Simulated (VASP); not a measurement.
An input for Ansatz (written as the equivalent of a VASP run, and not itself run):

Ansatz 0.2 input:
```yaml
crystal:
  lattice:
    - [2.9048220, 0.0000000, 0.0000000]
    - [-2.9048220, 2.9048220, 0.0000000]
    - [0.0000000, 0.0000000, 18.1620000]
  atoms:
    - { symbol: Co, position: [-0.0255150, 0.0047010, 0.3304110], spin: 3 }
    - { symbol: Co, position: [1.0035010, 0.5020300, 0.4414140], spin: 3 }
    - { symbol: Co, position: [-0.0053080, -0.0017610, 0.5570130], spin: 3 }
    - { symbol: Co, position: [1.0082070, 0.5043550, 0.6698690], spin: 3 }
    - { symbol: O, position: [0.0112950, 0.0166480, 0.4433120] }
    - { symbol: O, position: [0.9779640, 0.4753820, 0.3302430] }
    - { symbol: O, position: [0.0013720, 0.0016790, 0.6710990] }
    - { symbol: O, position: [1.0284850, 0.4969660, 0.5566390] }
kpoints:
  mp_grid: { grid: [8, 8, 1] }
hamiltonian:
  xc: lda
  pseudopotentials: { kind: paw }
  hubbard:
    sites:
      - { species: Co, l: d, u_eff: 3.32 }
magnetization: { spin_polarized: true }
scf:
  occupations: { method: fermi_dirac, width: 0.05 }
  max_iter: 100
output: { forces: true, stress: true, eigenvalues: true }
```

Problem. Write the VASP files for the same calculation (LDA+U).

Solution. This is not unique; one that fits is 
File KPOINTS:
```
Automatic mesh
0
Gamma
8 8 1
0 0 0
```

INCAR:
```
SYSTEM = CoO
PREC = Accurate
ENCUT = 280
EDIFF = 1E-6
NELM = 100
ALGO = Normal
LREAL = .FALSE.
LASPH = .TRUE.
ISMEAR = -1
SIGMA = 0.05
LMAXMIX = 4
LWAVE = .FALSE.
LCHARG = .FALSE.
ISIF = 2
ISPIN = 2
MAGMOM = 3.0 3.0 3.0 3.0 0.0 0.0 0.0 0.0
LORBIT = 11
LDAU = .TRUE.
LDAUTYPE = 2
LDAUL = 2 -1
LDAUU = 3.32 0
LDAUJ = 0 0
```

POSCAR:
```
CoO
1
    2.9048220000     0.0000000000     0.0000000000
   -2.9048220000     2.9048220000     0.0000000000
    0.0000000000     0.0000000000    18.1620000000
Co O
4 4
Direct
 -0.0255150000   0.0047010000   0.3304110000
  1.0035010000   0.5020300000   0.4414140000
 -0.0053080000  -0.0017610000   0.5570130000
  1.0082070000   0.5043550000   0.6698690000
  0.0112950000   0.0166480000   0.4433120000
  0.9779640000   0.4753820000   0.3302430000
  0.0013720000   0.0016790000   0.6710990000
  1.0284850000   0.4969660000   0.5566390000
```

POTCAR, in this order: Co O (LDA.64 set). Program: vasp_std.

What does not carry over: each code has its own PAW files, so the cut-off isn't converted (ENCUT is set for VASP's; basis.ecutwfc is left out, and Ansatz then takes the one that its files recommend); Ansatz stops its SCF on the density residual and VASP on the energy change (EDIFF); the +U projectors differ, so the same U acts differently; Ansatz's lda is the Perdew-Wang form, while the LDA potentials of VASP carry Perdew-Zunger's.

The cell is a sheet with vacuum, built from a generated structure.
